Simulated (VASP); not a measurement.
An input for Quantum ESPRESSO's pw.x (written as the equivalent of a VASP run, and not itself run):

```
&CONTROL
  calculation = 'vc-relax'
  pseudo_dir = './pseudo'
  outdir = './out'
  tprnfor = .true.
  tstress = .true.
  nstep = 60
  forc_conv_thr = 0.00039
/
&SYSTEM
  ibrav = 0
  nat = 2
  ntyp = 1
  ecutwfc = 66
  occupations = 'smearing'
  smearing = 'methfessel-paxton'
  degauss = 0.00735
  input_dft = 'rpbe'
/
&ELECTRONS
  conv_thr = 7.3e-08
  electron_maxstep = 100
/
&IONS
/
&CELL
/
ATOMIC_SPECIES
  Bi 208.980 Bi.upf
CELL_PARAMETERS angstrom
     4.4277606   -2.3017703    0.0707417
     4.4277606    2.3017703    0.0707417
     3.1707380    0.0000000    3.8541711
ATOMIC_POSITIONS crystal
  Bi   0.2310767  0.2310767  0.2310767
  Bi   0.7689233  0.7689233  0.7689233
K_POINTS automatic
  9 9 9 0 0 0
```

### Question
Write the VASP files for the same calculation (RPBE).

### Answer
Several could match; the one computed here: 
File POSCAR:
```
Bi
1
    4.4277605862    -2.3017702560     0.0707416785
    4.4277605862     2.3017702560     0.0707416785
    3.1707380326     0.0000000000     3.8541710676
Bi
2
Direct
  0.2310767461   0.2310767461   0.2310767461
  0.7689232539   0.7689232539   0.7689232539
```

### KPOINTS
```
Regular mesh
0
gamma
9 9 9
```

**INCAR**
```
# general
SYSTEM =Bi
PREC   =Accurate
ENCUT  =520   # plane-wave cut-off (eV)
LREAL  =.False.
LASPH  =.True.   # aspherical one-centre terms

# electronic loop
EDIFF  =1E-6
NELM   =100
ALGO   =Normal
LMAXMIX=4

# smearing
ISMEAR =1   # Methfessel-Paxton
SIGMA  =0.1   # width (eV)

# functional
GGA    =RP

# ions
IBRION =2   # conjugate gradients
NSW    =60   # most ionic steps
ISIF   =3
EDIFFG =-0.01   # ionic stop

# output
LWAVE  =.False.
LCHARG =.False.
```

POTCAR, in this order: Bi_d (PBE.64 set). Program: vasp_std.

Limits of the translation: the potentials are each code's own (VASP's PAW set, PseudoDojo norm-conserving files in pw.x), so ENCUT and ecutwfc are chosen apart and not converted; conv_thr bounds pw.x's estimated SCF error, while EDIFF bounds the energy change between steps; forc_conv_thr acts on force components and is met together with etot_conv_thr.

The compound is Bi in the a7 structure. It was relaxed first, which changed the volume by +9 %. The start is the result of an earlier pass.
